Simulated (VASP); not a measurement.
Given:

```yaml
crystal:
  lattice:
    - [4.11334, 0.00000, 0.00000]
    - [-2.05667, 3.56226, 0.00000]
    - [0.00000, 0.00000, 6.77322]
  atoms:
    - { symbol: Sn, position: [0.33333, 0.66667, 0.66381] }
    - { symbol: Sn, position: [0.66667, 0.33333, 0.33619] }
    - { symbol: P, position: [0.00000, 0.00000, 0.83931] }
    - { symbol: P, position: [0.00000, 0.00000, 0.16069] }
```

Calculation: PBEsol GGA, VASP's PBE PAW potentials (set 64) (plane waves; VASP 6.6.1). Numerical set-up: 400 eV cut-off, Gaussian smearing of 0.050 eV, potentials Sn_d P.

Unless said otherwise, spin-orbit coupling is left out, though it shifts the bands of the heavy elements here.

Question: Estimate the band gap (along the path) with the smallest direct gap where there is one.

Answer: 
```
Item                                                          Value
-------------------------  ----------------------------------------
band gap (along the path)  none (metal, semimetal or under 0.01 eV)
```

The structure comes from a computed database's SnP entry (P-3m1); how it stands against other phases isn't given here. It was relaxed first.
